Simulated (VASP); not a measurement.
All values below come from PW91 GGA, VASP's PBE PAW potentials (set 64) (plane waves; VASP 6.6.1).

VASP input:

**POSCAR**
```
PtSe2
3.7609880
  0.4999999754  -0.8660254274   0.0000000000
  0.4999999754   0.8660254274   0.0000000000
  0.0000000000   0.0000000000   1.6405695419
Pt Se
1 2
Direct
  0.0000000000   0.0000000000   0.0000000000
  0.3333330000   0.6666670000   0.2119922123
  0.6666670000   0.3333330000   0.7880077877
```

File KPOINTS:
```
K-points
0
G
 8 8 4
0 0 0
```

**INCAR**
```
SYSTEM = PtSe2
PREC = Accurate
ENCUT = 520
EDIFF = 1E-7
NELM = 100
ALGO = Normal
LREAL = .FALSE.
LASPH = .TRUE.
ISMEAR = -5
GGA = 91
LMAXMIX = 6
LWAVE = .FALSE.
LCHARG = .TRUE.
LORBIT = 11
NEDOS = 601
ISIF = 2
LEFG = .TRUE.
```

POTCAR, in this order: Pt Se (PBE.64 set). Program: vasp_std.

The run wrote:

File OUTCAR:
```
 ion  position               nearest neighbor table
   1  0.000  0.000  0.000-   2 2.53   3 2.53   3 2.53   2 2.53   3 2.53   2 2.53
   2  0.333  0.667  0.212-   1 2.53   1 2.53   1 2.53
   3  0.667  0.333  0.788-   1 2.53   1 2.53   1 2.53
  LATTYP: Found a hexagonal cell.
 ALAT       =     3.7609880307
 C/A-ratio  =     1.6405695285
 Subroutine PRICEL returns:
 Original cell was already a primitive cell.
 Subroutine GETGRP returns: Found 12 space group operations
The static configuration has the point symmetry D_3d.
The dynamic configuration has the point symmetry D_3d.
 Subroutine INISYM returns: Found 12 space group operations
 Subroutine IBZKPT returns following result:
 Found     35 irreducible k-points:

 Following reciprocal coordinates:
            Coordinates               Weight
  0.000000  0.000000  0.000000      1.000000
  0.125000  0.000000  0.000000      6.000000
  0.250000  0.000000  0.000000      6.000000
  0.375000 -0.000000  0.000000      6.000000
  0.500000  0.000000  0.000000      3.000000
  0.125000  0.125000  0.000000      6.000000
  0.250000  0.125000  0.000000     12.000000
  0.375000  0.125000  0.000000     12.000000
  0.250000  0.250000  0.000000      6.000000
  0.375000  0.250000  0.000000      6.000000
  0.000000  0.000000  0.250000      2.000000
  0.125000  0.000000  0.250000      6.000000
  0.000000  0.125000  0.250000      6.000000
  0.250000  0.000000  0.250000      6.000000
  0.000000  0.250000  0.250000      6.000000
  0.375000 -0.000000  0.250000      6.000000
 -0.000000  0.375000  0.250000      6.000000
  0.500000  0.000000  0.250000      6.000000
  0.125000  0.125000  0.250000     12.000000
  0.250000  0.125000  0.250000     12.000000
 -0.125000  0.375000  0.250000     12.000000
  0.375000  0.125000  0.250000     12.000000
 -0.125000  0.500000  0.250000     12.000000
  0.250000  0.250000  0.250000     12.000000
  0.375000  0.250000  0.250000     12.000000
  0.000000  0.000000  0.500000      1.000000
  0.125000  0.000000  0.500000      6.000000
  0.250000  0.000000  0.500000      6.000000
  0.375000 -0.000000  0.500000      6.000000
  0.500000  0.000000  0.500000      3.000000
  0.125000  0.125000  0.500000      6.000000
  0.250000  0.125000  0.500000     12.000000
  0.375000  0.125000  0.500000     12.000000
  0.250000  0.250000  0.500000      6.000000
  0.375000  0.250000  0.500000      6.000000
   k-points           NKPTS =     35   k-points in BZ     NKDIM =     35   number of bands    NBANDS=     15
   number of dos      NEDOS =    601   number of ions     NIONS =      3
   total plane-waves  NPLWV =  37632
   dimension x,y,z NGX =    28 NGY =   28 NGZ =   48
   dimension x,y,z NGXF=    56 NGYF=   56 NGZF=   96
   ions per type =               1   2
   PREC   = accura    normal or accurate (medium, high low for compatibility)
   ISTART =      0    job   : 0-new  1-cont  2-samecut
   ICHARG =      2    charge: 1-file 2-atom 10-const
   ISPIN  =      1    spin polarized calculation?
   LNONCOLLINEAR =      F non collinear calculations
   LSORBIT =      F    spin-orbit coupling
   INIWAV =      1    electr: 0-lowe 1-rand  2-diag
   ENCUT  =  520.0 eV  38.22 Ry    6.18 a.u.   6.99  6.99 11.47*2*pi/ulx,y,z
   NELM   =    100;   NELMIN=  2; NELMDL= -5     # of ELM steps
   EDIFF  = 0.1E-06   stopping-criterion for ELM
   LREAL  =      F    real-space projection
   NLSPLINE    = F    spline interpolate recip. space projectors
   LMAXMIX     =    6 max onsite mixed and CHGCAR
   VOSKOWN=      0    Vosko Wilk Nusair interpolation
   EDIFFG = 0.1E-05   stopping-criterion for IOM
   NSW    =      0    number of steps for IOM
...
```

File OSZICAR:
```
       N       E                     dE             d eps       ncg     rms          rms(c)
DAV:   1     0.117390634589E+03    0.11739E+03   -0.97560E+03  1066   0.125E+03
DAV:   2    -0.966783173105E+01   -0.12706E+03   -0.12446E+03  1365   0.228E+02
DAV:   3    -0.152533141583E+02   -0.55855E+01   -0.55601E+01  1330   0.521E+01
DAV:   4    -0.153074428275E+02   -0.54129E-01   -0.54118E-01  1295   0.549E+00
DAV:   5    -0.153082260130E+02   -0.78319E-03   -0.78317E-03  1366   0.621E-01    0.124E+01
DAV:   6    -0.145910010939E+02    0.71722E+00   -0.59553E+00  1071   0.248E+01    0.686E+00
DAV:   7    -0.143578847109E+02    0.23312E+00   -0.11191E+00  1092   0.114E+01    0.340E+00
DAV:   8    -0.143405188055E+02    0.17366E-01   -0.85558E-02  1155   0.202E+00    0.881E-01
DAV:   9    -0.143357208537E+02    0.47980E-02   -0.14490E-02  1246   0.133E+00    0.217E-01
DAV:  10    -0.143360202908E+02   -0.29944E-03   -0.21372E-03  1211   0.331E-01    0.513E-02
DAV:  11    -0.143360408809E+02   -0.20590E-04   -0.79260E-05  1386   0.894E-02    0.267E-02
DAV:  12    -0.143360517492E+02   -0.10868E-04   -0.30796E-05  1197   0.402E-02    0.322E-03
DAV:  13    -0.143360523771E+02   -0.62790E-06   -0.13567E-06  1379   0.811E-03    0.134E-03
DAV:  14    -0.143360527222E+02   -0.34509E-06   -0.28521E-07  1208   0.364E-03    0.866E-04
DAV:  15    -0.143360528868E+02   -0.16465E-06   -0.55096E-08  1058   0.157E-03    0.181E-04
DAV:  16    -0.143360528782E+02    0.86241E-08   -0.64018E-09   763   0.617E-04
   1 F= -.14336053E+02 E0= -.14336053E+02  d E =0.000000E+00
```

**OUTCAR**
```
------------------------ aborting loop because EDIFF is reached ----------------------------------------
  FORCE on cell =-STRESS in cart. coord.  units (eV):
  Direction    XX          YY          ZZ          XY          YZ          ZX
  --------------------------------------------------------------------------------------
  Total        0.0055449      0.0055449      0.0538789     -0.0000000      0.0000000      0.0000000
  in kB        0.1175367      0.1175367      1.1420851     -0.0000000      0.0000000      0.0000000
  external PRESSURE =       0.4590528 kB  Pullay stress =       0.0000000 kB
  volume of cell :       75.58
      direct lattice vectors                 reciprocal lattice vectors
     1.880493908 -3.257111240  0.000000000     0.265887594 -0.153510262  0.000000000
     1.880493908  3.257111240  0.000000000     0.265887594  0.153510262  0.000000000
     0.000000000  0.000000000  6.170162360     0.000000000  0.000000000  0.162070289
 POSITION                                       TOTAL-FORCE (eV/Angst)
 -----------------------------------------------------------------------------------
      0.00000      0.00000      0.00000         0.000000     -0.000000      0.000000
      1.88049      1.08571      1.30803         0.000000     -0.000000      0.012826
      1.88049     -1.08571      4.86214        -0.000000      0.000000     -0.012826
 -----------------------------------------------------------------------------------
    total drift:                                0.000000     -0.000000      0.000000
  FREE ENERGIE OF THE ION-ELECTRON SYSTEM (eV)
  ---------------------------------------------------
  free  energy   TOTEN  =       -14.3360528782 eV

  energy  without entropy=      -14.3360528782  energy(sigma->0) =      -14.33605288

 total charge

# of ion       s       p       d       tot
------------------------------------------
    1        0.668   0.665   7.988   9.321
    2        1.481   2.236   0.054   3.772
    3        1.481   2.236   0.054   3.772
--------------------------------------------------
tot          3.630   5.137   8.097  16.864

 Electric field gradients after diagonalization (V/A^2)
 (convention: |V_zz| > |V_xx| > |V_yy|)
----------------------------------------------------------------------
 ion       V_xx      V_yy      V_zz     asymmetry (V_yy - V_xx)/ V_zz
----------------------------------------------------------------------
   1     -56.744   -56.744   113.488       0.000
   2      43.967    43.967   -87.934       0.000
   3      43.967    43.967   -87.934       0.000
```
(Selected blocks of OUTCAR.)

Without a dispersion term in the relaxation, distances and binding between the weakly bound layers, chains or molecules are unreliable, and so is what depends on them.

The compound is PtSe2 in the 1T layered structure. It was relaxed first, which changed the volume by +23 %.
